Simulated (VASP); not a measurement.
A VASP calculation is set up with these files.

### INCAR
```
ALGO = Normal
EDIFF = 1E-7
EDIFFG = -0.01
ENCUT = 480
GGA = PE
IBRION = 2
ISIF = 3
ISMEAR = 1
LASPH = T
LCHARG = F
LMAXMIX = 4
LREAL = F
LWAVE = F
NELM = 100
NSW = 40
PREC = Accurate
PSTRESS = 10
SIGMA = 0.1
SYSTEM = CoSi2
```

File KPOINTS:
```
Regular mesh
0
Gamma
10 10 10
```

POSCAR:
```
CoSi2
1
   -0.0000000000     2.6740193134     2.6740193134
    2.6740193134    -0.0000000000     2.6740193134
    2.6740193134     2.6740193134    -0.0000000000
Co Si
1 2
Direct
  0.0000000000   0.0000000000   0.0000000000
  0.2500000000   0.2500000000   0.2500000000
  0.7500000000   0.7500000000   0.7500000000
```

POTCAR, in this order: Co Si (PBE.64 set). Program: vasp_std.

Problem. Translate this PBE calculation to Ansatz.

Solution. One equivalent input (not run):
Ansatz 0.2 input:
```yaml
crystal:
  lattice:
    - [0.0000000, 2.6740193, 2.6740193]
    - [2.6740193, 0.0000000, 2.6740193]
    - [2.6740193, 2.6740193, 0.0000000]
  atoms:
    - { symbol: Co, position: [0.0000000, 0.0000000, 0.0000000] }
    - { symbol: Si, position: [0.2500000, 0.2500000, 0.2500000] }
    - { symbol: Si, position: [0.7500000, 0.7500000, 0.7500000] }
kpoints:
  mp_grid: { grid: [10, 10, 10] }
hamiltonian:
  xc: pbe
  pseudopotentials: { kind: paw }
scf:
  occupations: { method: methfessel_paxton, width: 0.1 }
  max_iter: 100
relax:
  max_steps: 40
  f_tol: 0.01
  cell: { p_target: 1 }
output: { forces: true, stress: true, eigenvalues: true }
```
The two are equivalent in intent, not identical: each code has its own PAW files, so the cut-off isn't converted (ENCUT is set for VASP's; basis.ecutwfc is left out, and Ansatz then takes the one that its files recommend); Ansatz stops its SCF on the density residual and VASP on the energy change (EDIFF).

The compound is CoSi2 in the fluorite structure. It was relaxed first under an external pressure of 1 GPa.
